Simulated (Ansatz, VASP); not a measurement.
## Cross-check of Sn19Ge5O48 (Sn0.8Ge0.2O2, rutile) between VASP and Ansatz

Wanted: the spread between two codes on one cell, functional and k mesh. The cell is invented: As first built, before any earlier steps moved the atoms (in the runner's words): 2x2x3 conventional cells of the SnO2 type (72 atoms: 48 O, 5 Ge, 19 Sn); Sn/Ge share their sites, one random draw; start lattice by linear mixing of the end members' cells; atoms moved at random by 0.02 A. It may not be a known or stable phase. Of the first pair: The structure shown is the start of the Ansatz relaxation below; VASP solves that cell, so the two are compared at the walk's first step.

Method: plane waves, with VASP 6.6.1 beside it; single point at PBE, in Ansatz 0.2.0.

## Step 1: Starting point

The cell holds 72 atoms: 48 O, 5 Ge and 19 Sn. Its edges and angles: a = 9.339 Å, b = 9.339 Å, c = 9.364 Å, α = 90.0°, β = 90.0°, γ = 90.0°. It derives from SnO2 (SnO2 type, space group 136), repeated 2×2×3. As first built, before any earlier steps moved the atoms (in the runner's words): 2x2x3 conventional cells of the SnO2 type (72 atoms: 48 O, 5 Ge, 19 Sn); Sn/Ge share their sites, one random draw; start lattice by linear mixing of the end members' cells; atoms moved at random by 0.02 A.

## Step 2: Ansatz: relaxation, PBE

Ansatz runs on its default PAW (the set named soft_2) files.

The two programs are compared at the cell with which this relaxation starts, whose forces are those of its first step.

input.yaml reads:

```yaml
crystal:
  lattice:
    - [9.3388, 0.0, 0.0]
    - [0.0, 9.3388, 0.0]
    - [0.0, 0.0, 9.3636]
  atoms:
    - { symbol: O, position: [0.14948, 0.15079, 0.99607] }
    - { symbol: O, position: [0.09595, 0.40084, 0.16725] }
    - { symbol: O, position: [0.34679, 0.34605, 0.99462] }
    - { symbol: O, position: [0.4024, 0.09635, 0.16691] }
    - { symbol: O, position: [0.15027, 0.15253, 0.33124] }
    - { symbol: O, position: [0.09472, 0.40582, 0.49828] }
    - { symbol: O, position: [0.34638, 0.34834, 0.33209] }
    - { symbol: O, position: [0.40331, 0.09669, 0.50014] }
    - { symbol: O, position: [0.15093, 0.15371, 0.66957] }
    - { symbol: O, position: [0.09314, 0.40539, 0.83359] }
    - { symbol: O, position: [0.34508, 0.35073, 0.66829] }
    - { symbol: O, position: [0.40098, 0.09661, 0.83457] }
    - { symbol: O, position: [0.15315, 0.65501, 0.99986] }
    - { symbol: O, position: [0.09788, 0.90663, 0.16522] }
    - { symbol: O, position: [0.34689, 0.84546, 0.00027] }
    - { symbol: O, position: [0.40101, 0.59521, 0.16625] }
    - { symbol: O, position: [0.15547, 0.656, 0.33051] }
    - { symbol: O, position: [0.09475, 0.90494, 0.49574] }
    - { symbol: O, position: [0.34546, 0.84624, 0.33602] }
    - { symbol: O, position: [0.40503, 0.59575, 0.49921] }
    - { symbol: O, position: [0.15301, 0.65681, 0.66575] }
    - { symbol: O, position: [0.0958, 0.90431, 0.83308] }
    - { symbol: O, position: [0.34603, 0.84406, 0.66664] }
    - { symbol: O, position: [0.4026, 0.59895, 0.83473] }
    - { symbol: O, position: [0.6535, 0.15498, 0.99927] }
    - { symbol: O, position: [0.5987, 0.40354, 0.16791] }
    - { symbol: O, position: [0.84369, 0.34719, 0.99639] }
    - { symbol: O, position: [0.89919, 0.0958, 0.16474] }
    - { symbol: O, position: [0.6539, 0.15836, 0.33156] }
    - { symbol: O, position: [0.59511, 0.40399, 0.50105] }
    - { symbol: O, position: [0.84607, 0.34601, 0.33483] }
    - { symbol: O, position: [0.90466, 0.09424, 0.49983] }
    - { symbol: O, position: [0.65363, 0.15129, 0.66722] }
    - { symbol: O, position: [0.59461, 0.40563, 0.83375] }
    - { symbol: O, position: [0.84664, 0.34518, 0.66641] }
    - { symbol: O, position: [0.89927, 0.09403, 0.83411] }
    - { symbol: O, position: [0.64899, 0.65536, 0.99627] }
    - { symbol: O, position: [0.59807, 0.90174, 0.16833] }
    - { symbol: O, position: [0.84673, 0.84316, 0.00267] }
    - { symbol: O, position: [0.90664, 0.59631, 0.16608] }
    - { symbol: O, position: [0.65321, 0.65146, 0.33568] }
    - { symbol: O, position: [0.59529, 0.90344, 0.49831] }
    - { symbol: O, position: [0.84511, 0.84371, 0.33602] }
    - { symbol: O, position: [0.90322, 0.59852, 0.50003] }
    - { symbol: O, position: [0.65206, 0.65285, 0.66547] }
    - { symbol: O, position: [0.59647, 0.90275, 0.83269] }
    - { symbol: O, position: [0.8435, 0.84472, 0.6702] }
    - { symbol: O, position: [0.90211, 0.59419, 0.83405] }
    - { symbol: Ge, position: [0.00301, 0.49689, 0.33289] }
    - { symbol: Ge, position: [0.74865, 0.24623, 0.16824] }
    - { symbol: Ge, position: [0.49995, 0.50015, 0.99839] }
    - { symbol: Ge, position: [0.75097, 0.74885, 0.16636] }
    - { symbol: Ge, position: [0.74763, 0.7474, 0.50285] }
    - { symbol: Sn, position: [0.99891, 0.00062, 0.99993] }
    - { symbol: Sn, position: [0.24906, 0.24891, 0.16801] }
    - { symbol: Sn, position: [0.99935, 0.99968, 0.33338] }
    - { symbol: Sn, position: [0.25252, 0.25146, 0.50082] }
    - { symbol: Sn, position: [0.99879, 0.99704, 0.66869] }
    - { symbol: Sn, position: [0.25207, 0.2497, 0.83449] }
    - { symbol: Sn, position: [0.00167, 0.50178, 0.00197] }
    - { symbol: Sn, position: [0.24902, 0.75324, 0.164] }
    - { symbol: Sn, position: [0.25185, 0.75106, 0.50187] }
    - { symbol: Sn, position: [0.00402, 0.50318, 0.66422] }
    - { symbol: Sn, position: [0.24638, 0.75175, 0.83117] }
    - { symbol: Sn, position: [0.49997, 0.0018, 0.99649] }
    - { symbol: Sn, position: [0.49548, 0.00056, 0.33343] }
    - { symbol: Sn, position: [0.74947, 0.25008, 0.49816] }
    - { symbol: Sn, position: [0.49676, 0.99964, 0.66459] }
    - { symbol: Sn, position: [0.74648, 0.25108, 0.8332] }
    - { symbol: Sn, position: [0.50087, 0.49788, 0.33193] }
    - { symbol: Sn, position: [0.49786, 0.4981, 0.66708] }
    - { symbol: Sn, position: [0.74832, 0.75076, 0.83406] }
kpoints:
  mp_grid: { grid: [2, 2, 2], shift: [0.5, 0.5, 0.5] }
hamiltonian:
  xc: pbe
scf:
  occupations: { method: fermi_dirac, width: 0.01 }
output:
  forces: true
  stress: true
relax:
  f_tol: 0.02
  max_steps: 45
  cell: { stress_tol: 0.1 }
```

Launch:

```
$ ansatz run input.yaml --threads 4 --pin off --max-ram 15360MiB --backend cpu --events-out ev --progress --plain --runs-dir out
```

Numbers of over 12 decimals in the logs are rounded to 6 here.

Output:

```text
The last accepted step is kept in <dir> (removed where the run ends without a failure and the disk answers)
Engine: ansatz 0.2.0, aarch64-unknown-linux-gnu
Pseudopotentials: kind: paw
Pseudopotential: O, paw, valence charge 6, recommended cutoff 420 eV (normal), O.paw.azcp
Pseudopotential: Ge, paw, valence charge 14, recommended cutoff 420 eV (normal), Ge.paw.azcp
Pseudopotential: Sn, paw, valence charge 14, recommended cutoff 420 eV (normal), Sn.paw.azcp
Functional definition: PBE
  parameter kappa = 0.804
  parameter beta = 0.066725
  exchange = pbe_x(kappa = kappa, mu = beta*pi^2/3)
  correlation = pbe_c(beta = beta)
Crystal: 72 atoms, lattice volume = 816.629 Å³
Basis set: ecut = 420 eV, 15927 PW (Γ), exchange–correlation on 128×128×128 points (8 copies of the dense FFT grid, shifted against one another)
Bands: 384, of which v1, the nominal top of the filled ones, is band 312 counted from 1 (311 counted from 0)
Symmetry: 1 space group operations
Space group: P1 (ITA 1), of the structure as read, at distance tolerance 9.3e-5 Å
k-points: 4 of 8 (time reversal used)
Non-local potential: O, projectors of the file, l = 0: 2, l = 1: 2, l = 2: 1
Non-local potential: Ge, projectors of the file, l = 0: 2, l = 1: 2, l = 2: 3, l = 3: 1
Non-local potential: Sn, projectors of the file, l = 0: 2, l = 1: 2, l = 2: 2, l = 3: 2
PAW form: soft (Blöchl's): semilocal exchange-correlation on the pseudo side does not see the compensation charge
PAW one-centre angular grid: O, 110 points (default); XC on 64 Gauss nodes
PAW one-centre angular grid: Ge, 590 points (default); XC on 64 Gauss nodes
PAW one-centre angular grid: Sn, 590 points (default); XC on 64 Gauss nodes
Initial density: superposition of atomic densities (neutral atoms: chi_scale 0, normalization atom), corrected by the library's trained network
Initial wavefunctions: pseudopotential atomic-orbital guess
Functional: x = pbe(κ = 0.804, μ = 0.219515), c = pbe(β = 0.066725)
SCF iter   1: F=—  HF=-163161.378554 eV  |F-HF|=—  |Δ(HF+E_count)|=         —  Δρ=1.55e-3  dr2=9.68e-3  ethr=1.77e-3  ⟨swp⟩=6.0  Hψ=6419  notcnv=0  defer=45
preconditioner: auto → Resta (q_TF=auto, 2.609 Å⁻¹)  ε∞=3.6  [insulator: Δε(μ)=2.255 eV  Ē_g=20.248 eV  σ=0.010 eV  W_gap=1.00  n_scr=250 (ndim 8)  ℏωp=32.5 eV  f_vac=0.023  D(μ)=0.00/eV (n_scr^D=0)  ε∞_Penn≈3.6]
SCF iter   2: F=—  HF=-163161.389572 eV  |F-HF|=—  |Δ(HF+E_count)|=   1.10e-2  Δρ=8.44e-4  dr2=2.50e-3  ethr=1.55e-6  ⟨swp⟩=3.2  Hψ=3187  notcnv=0  defer=264
SCF iter   3: F=—  HF=-163161.393035 eV  |F-HF|=—  |Δ(HF+E_count)|=   3.46e-3  Δρ=3.47e-4  dr2=7.09e-4  ethr=4.01e-7  ⟨swp⟩=2.0  Hψ=2544  notcnv=0  defer=264
SCF iter   4: F=—  HF=-163161.393218 eV  |F-HF|=—  |Δ(HF+E_count)|=   1.83e-4  Δρ=8.78e-5  dr2=5.85e-5  ethr=1.14e-7  ⟨swp⟩=2.0  Hψ=2520  notcnv=0  defer=264
SCF iter   5: F=—  HF=-163161.394171 eV  |F-HF|=—  |Δ(HF+E_count)|=   9.53e-4  Δρ=5.61e-5  dr2=2.12e-5  ethr=9.37e-9  ⟨swp⟩=2.0  Hψ=2520  notcnv=0  defer=264
SCF iter   6: F=—  HF=-163161.394170 eV  |F-HF|=—  |Δ(HF+E_count)|=   9.47e-7  Δρ=2.19e-5  dr2=3.03e-6  ethr=3.40e-9  ⟨swp⟩=2.0  Hψ=2003  notcnv=0  defer=264
SCF iter   7: F=—  HF=-163161.394172 eV  |F-HF|=—  |Δ(HF+E_count)|=   1.74e-6  Δρ=7.89e-6  dr2=4.12e-7  ethr=4.86e-10  ⟨swp⟩=2.0  Hψ=1964  notcnv=0  defer=264
SCF iter   8: F=-163161.394172 eV  HF=-163161.394172 eV  |F-HF|=8.93e-9  |Δ(HF+E_count)|=   1.53e-7  Δρ=3.06e-6  dr2=6.16e-8  ethr=1.60e-11  ⟨swp⟩=4.0  Hψ=4624  notcnv=0
SCF 1 converged in 8 iterations: F = -163161.394172 eV  dr2 = 6.16e-8
  greatest PAW one-centre occupation: 0.999 electrons in one spin orbital (limit 2), on the Ge atom at site 52 (counted from 0), in its partial waves of l = 2
relax step   1: F+E_penalty+E_count = -163161.39417171 eV  Δ(F+E_penalty+E_count) = +0.000e0 eV  max|allowed force component| = 2.309e0 eV/Å  Δτ_max = 0.0000 Å  P = +14.464 GPa  Ω = 816.629 Å³  (8 SCF iters, dr2 threshold 1.00e-7 eV, accepted)
Crystal: 72 atoms, lattice volume = 863.086 Å³
Basis set: ecut = 420 eV, 16875 PW (Γ), exchange–correlation on 128×128×128 points (8 copies of the dense FFT grid, shifted against one another)
Initial density: handed on by an earlier stage of this run
Initial wavefunctions: those handed on with the density
iter 1 solved again at ethr=3.73e-4 eV; its pass at ethr=3.10e-3 eV (dr2=2.33e0 eV) is discarded
SCF iter   1: F=—  HF=-163167.190485 eV  |F-HF|=—  |Δ(HF+E_count)|=         —  Δρ=2.18e-2  dr2=2.33e0  ethr=3.73e-4  ⟨swp⟩=10.0  Hψ=7224  notcnv=0  defer=9
preconditioner: auto → Resta (q_TF=auto, 2.585 Å⁻¹)  ε∞=3.6  [insulator: Δε(μ)=1.914 eV  Ē_g=19.722 eV  σ=0.010 eV  W_gap=1.00  n_scr=250 (ndim 8)  ℏωp=31.6 eV  f_vac=0.045  D(μ)=0.00/eV (n_scr^D=0)  ε∞_Penn≈3.6]
SCF iter   2: F=—  HF=-163166.625880 eV  |F-HF|=—  |Δ(HF+E_count)|=   5.65e-1  Δρ=9.12e-3  dr2=3.28e-1  ethr=3.73e-4  ⟨swp⟩=2.0  Hψ=2723  notcnv=0  defer=272
[...]
atom  31  O     -0.00162102     0.00165441     0.00130575
  atom  32  O     -0.00123346     0.00226618     0.00148967
  atom  33  O     -0.00176317    -0.00111599    -0.00139336
  atom  34  O      0.00393881    -0.00113044    -0.00197754
  atom  35  O      0.00200429     0.00297551     0.00038078
  atom  36  O     -0.00330806    -0.00033868    -0.00112996
  atom  37  O     -0.00050447    -0.00265523    -0.00240623
  atom  38  O     -0.00169180     0.00105935    -0.00233280
  atom  39  O      0.00368819     0.00187213    -0.00251365
  atom  40  O      0.00105535    -0.00142968    -0.00294019
  atom  41  O     -0.00421711    -0.00360921    -0.00077251
  atom  42  O      0.00041740     0.00221583     0.00303509
  atom  43  O      0.00116747     0.00285309    -0.00079280
  atom  44  O     -0.00159895     0.00047113     0.00298880
  atom  45  O     -0.00275462    -0.00402598     0.00177666
  atom  46  O      0.00398725    -0.00237865    -0.00057794
  atom  47  O      0.00306943     0.00137744     0.00465619
  atom  48  O     -0.00420543     0.00260905    -0.00031284
  atom  49  Ge     0.00720078    -0.00279312    -0.00005354
  atom  50  Ge    -0.00000225    -0.00784743     0.00414813
  atom  51  Ge    -0.00407603     0.00143812     0.00239208
  atom  52  Ge    -0.00023837     0.00740031    -0.00056956
  atom  53  Ge    -0.00101427     0.00173929    -0.00131543
  atom  54  Sn    -0.00044540     0.00040944     0.00095028
[...]
atom  65  Sn     0.00013121     0.00121542     0.00083918
  atom  66  Sn     0.00082259     0.00002320    -0.00014101
  atom  67  Sn     0.00074971    -0.00245333    -0.00429993
  atom  68  Sn    -0.00055722    -0.00034967    -0.00097636
  atom  69  Sn    -0.00249695    -0.00182030     0.00123541
  atom  70  Sn    -0.00468634     0.00071988    -0.00232791
  atom  71  Sn    -0.00220078     0.00224779     0.00211605
  atom  72  Sn    -0.00018343     0.00079576     0.00162214
  max |Σ_I F_I| component: 3.04e-6 eV/Å
--- Stress (GPa, compression-positive) ---
        0.026946       0.001021       0.000800
        0.001021       0.023503       0.000071
        0.000800       0.000071       0.026432
  P = ⅓ Tr σ = 0.0256 GPa (0.256 kbar)
--- Relaxed structure (6 steps of the walk, 6 accepted, 2 SCFs on fresh bases) ---
  F+E_penalty+E_count = -163167.32276904 eV   max|allowed force component| = 7.847e-3 eV/Å   (the final SCF, on the basis selected at the relaxed cell)
  cell:  # Å, volume = 861.8538 Å³
    - [9.511670, 0.00772722, 0.0018473]
    - [0.00772722, 9.517907, 0.000862263]
    - [0.00185221, 0.000864553, 9.519973]
  atoms:
    - { symbol: O, position: [0.150421, 0.158014, 1.001457] }
    - { symbol: O, position: [0.090932, 0.412556, 0.179681] }
    - { symbol: O, position: [0.354191, 0.356243, 1.000951] }
    - { symbol: O, position: [0.403279, 0.093870, 0.168686] }
    - { symbol: O, position: [0.151807, 0.151915, 0.331320] }
    - { symbol: O, position: [0.083175, 0.407289, 0.484973] }
    - { symbol: O, position: [0.350445, 0.348145, 0.333625] }
    - { symbol: O, position: [0.406666, 0.095082, 0.496433] }
    - { symbol: O, position: [0.150830, 0.154542, 0.666576] }
    - { symbol: O, position: [0.091766, 0.403707, 0.834496] }
    - { symbol: O, position: [0.344062, 0.352355, 0.664651] }
    - { symbol: O, position: [0.406700, 0.099004, 0.834259] }
    - { symbol: O, position: [0.148855, 0.651869, 0.999735] }
    - { symbol: O, position: [0.094077, 0.903372, 0.167110] }
    - { symbol: O, position: [0.344969, 0.849284, 0.0019366] }
    - { symbol: O, position: [0.408659, 0.590162, 0.155219] }
    - { symbol: O, position: [0.142656, 0.646213, 0.332158] }
    - { symbol: O, position: [0.096815, 0.902997, 0.497357] }
    - { symbol: O, position: [0.349399, 0.840142, 0.331250] }
    - { symbol: O, position: [0.402884, 0.595438, 0.496748] }
    - { symbol: O, position: [0.153727, 0.649434, 0.667771] }
    - { symbol: O, position: [0.091564, 0.899694, 0.835156] }
    - { symbol: O, position: [0.348739, 0.843821, 0.666172] }
    - { symbol: O, position: [0.414195, 0.598244, 0.846563] }
[...]
- { symbol: O, position: [0.657606, 0.660473, 0.332822] }
    - { symbol: O, position: [0.608758, 0.897085, 0.498692] }
    - { symbol: O, position: [0.837605, 0.841515, 0.332645] }
    - { symbol: O, position: [0.895812, 0.599335, 0.486840] }
    - { symbol: O, position: [0.657948, 0.655478, 0.652582] }
    - { symbol: O, position: [0.600720, 0.903213, 0.834169] }
    - { symbol: O, position: [0.845456, 0.836569, 0.653350] }
    - { symbol: O, position: [0.898154, 0.594381, 0.834381] }
    - { symbol: Ge, position: [-0.00903517, 0.504773, 0.330626] }
    - { symbol: Ge, position: [0.750190, 0.254421, 0.165814] }
    - { symbol: Ge, position: [0.505954, 0.500155, 1.003366] }
    - { symbol: Ge, position: [0.748623, 0.745376, 0.171777] }
    - { symbol: Ge, position: [0.752382, 0.749082, 0.493469] }
    - { symbol: Sn, position: [0.992757, 0.000186962, 1.003081] }
    - { symbol: Sn, position: [0.250668, 0.255583, 0.167219] }
    - { symbol: Sn, position: [0.992785, 0.999504, 0.331415] }
    - { symbol: Sn, position: [0.246356, 0.251602, 0.497275] }
    - { symbol: Sn, position: [0.996978, 0.996139, 0.665440] }
    - { symbol: Sn, position: [0.251408, 0.254442, 0.834754] }
    - { symbol: Sn, position: [-0.00645998, 0.500392, 0.00653827] }
    - { symbol: Sn, position: [0.247974, 0.744336, 0.166550] }
    - { symbol: Sn, position: [0.247112, 0.745973, 0.497440] }
    - { symbol: Sn, position: [-0.00481089, 0.502060, 0.661468] }
    - { symbol: Sn, position: [0.252021, 0.748448, 0.835481] }
    - { symbol: Sn, position: [0.503666, -0.000661989, 1.003326] }
    - { symbol: Sn, position: [0.508471, -0.00480893, 0.331256] }
    - { symbol: Sn, position: [0.752152, 0.254981, 0.493966] }
    - { symbol: Sn, position: [0.502899, 0.998518, 0.664573] }
    - { symbol: Sn, position: [0.745825, 0.251111, 0.838456] }
    - { symbol: Sn, position: [0.507263, 0.500614, 0.327842] }
    - { symbol: Sn, position: [0.501448, 0.503999, 0.668365] }
    - { symbol: Sn, position: [0.746414, 0.745189, 0.834910] }
```

Reading the cycles: dr2 is the Hartree energy of the density residual (eV), the measure of convergence; HF is the Harris–Foulkes estimate of the energy, which meets the free energy F at convergence.

(Part 1 of 3 ends here.)

[Lines on the potential files, build, host, timing and source positions are cut from VASP's logs without a mark.]

[Logs are printed without paths, hosts, clocks, repeated set-up lines and the standing remarks that a program may print on its own settings, such as how far it seeks lower states.]

[Hosts, paths, dates, database ids (printed as entryN), source tags and the programs' standing remarks are cut or masked in the printed files.]
